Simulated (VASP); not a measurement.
Write the native input for VASP 6.6.1 that does the following.

- Task: relaxation of cell and atoms
- Functional: AM05
- Potentials or basis: VASP PAW PBE potentials, release 64 (Ti_sv, N)
- Cutoff: 600 eV
- k mesh: 16 × 16 × 16
- Occupations: methfessel-paxton, width 0.1 eV
- Spin: no spin polarisation
- Further INCAR settings: ALGO = Normal; EDIFF = 1e-07; IBRION = 2; EDIFFG = -0.005; NSW = 90; ISIF = 3

The structure of TiN (Osbornite) lies in POSCAR:

```
TiN                                     
1.0
    0.0000000000      2.1008555047      2.1008555047
    2.1008555047     -0.0000000000      2.1008555047
    2.1008555047      2.1008555047     -0.0000000000
  Ti              N             
     1     1
Direct
     0.0000000000000000    0.0000000000000000    0.0000000000000000
     0.5000000000000000    0.5000000000000000    0.5000000000000000
```

These files were run (other wordings do the same):

INCAR

```
ALGO = Normal
EDIFF = 1E-7
EDIFFG = -0.005
ENCUT = 600
GGA = AM
IBRION = 2
ISIF = 3
ISMEAR = 1
LASPH = T
LCHARG = F
LREAL = F
LWAVE = F
NELM = 80
NSW = 90
PREC = Accurate
SIGMA = 0.1
```

KPOINTS

```
k-points
0
Gamma
  16 16 16
```

Potentials or basis: VASP PAW PBE potentials, release 64 (Ti_sv, N).

Command:

```bash
$ cat potpaw_PBE.64/Ti_sv/POTCAR potpaw_PBE.64/N/POTCAR > POTCAR
$ mpirun -np 1 vasp_std > vasp.out
```

Results of the run:

```yaml
Pressure_after_relaxing: -0.1 GPa
Band_gap_on_the_k_mesh: none (metal or under the smearing width)
```

Caveat: the relaxation stopped at its first step, so nothing moved; the PAW data sets were made with another functional, which shifts forces and pressure a little.

Wall time 23 s on 1 thread of Intel(R) Xeon(R) Platinum 8488C (Sapphire Rapids), with other jobs on the host, peak memory 0.17 GiB.
